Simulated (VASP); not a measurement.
Here is a VASP 6.6.1 calculation.

Contents of INCAR:

```
SYSTEM = CsTaS2
PREC     = Accurate       ! precision mode
ENCUT    = 600            ! plane-wave cutoff, eV
EDIFF    = 1E-6           ! SCF threshold, eV
ISMEAR   = -1             ! smearing method
SIGMA    = 0.05           ! smearing width, eV
LREAL    = .False.        ! projectors in reciprocal space
LASPH    = .True.         ! aspherical terms in the spheres
NELM     = 100            ! most SCF steps
ALGO     = Normal         ! electronic algorithm
ISIF     = 3              ! what is computed and relaxed
LWAVE    = .False.        ! write WAVECAR
LCHARG   = .False.        ! write CHGCAR
GGA      = PE             ! functional
IVDW     = 11             ! dispersion correction
IBRION   = 2              ! ionic algorithm
NSW      = 40             ! ionic steps
EDIFFG   = -0.01          ! ionic threshold
```

The input KPOINTS:

```
regular mesh
0
Gamma
  7 7 3
  0 0 0
```

Contents of POSCAR:

```
CsTaS2
1.0
    3.5423800000      0.0000000000      0.0000000000
   -1.7711900000      3.0677900000      0.0000000000
    0.0000000000      0.0000000000      8.2684800000
Cs Ta S
1 1 2
Direct
    0.0000000000      0.0000000000      0.5000000000
    0.3333300000      0.6666700000      0.0000000000
    0.6666700000      0.3333300000      0.1817700000
    0.6666700000      0.3333300000      0.8182300000
```

Potentials or basis: VASP PAW PBE potentials, release 64 (Cs_sv, Ta_pv, S).

Command:

```sh
$ cat potpaw_PBE.64/Cs_sv/POTCAR potpaw_PBE.64/Ta_pv/POTCAR potpaw_PBE.64/S/POTCAR > POTCAR
$ mpirun -np 1 vasp_std > vasp.out
```

Q: Estimate the band gap on the k mesh.

A: 0.24 eV, indirect (least direct gap 0.83 eV).

Q: Estimate the space group after relaxing (to 0.05 Å).

A: P-6m2 (No. 187).

Q: Predict the dispersion energy per atom.

A: -0.295 eV.

Step by step:
```
step  energy change (eV)  largest force (eV/Å)  pressure (GPa)  volume (Å³)
   1              0.0000                0.0880           -1.75        89.86
   2             -0.0028                0.2947            1.67        86.69
   3             -0.0104                0.1147            0.04        88.12
   4             -0.0117                0.0219           -0.01        87.98
   5             -0.0117                0.0143           -0.01        87.96
   6             -0.0117                0.0129           -0.02        87.96
   7             -0.0117                0.0105           -0.02        87.96
   8             -0.0117                0.0053            0.00        87.93
```

Caveat: spin-orbit coupling is left out, which moves the levels of the heavy elements; an odd mesh through Γ misses points on the zone boundary, where band edges often lie.
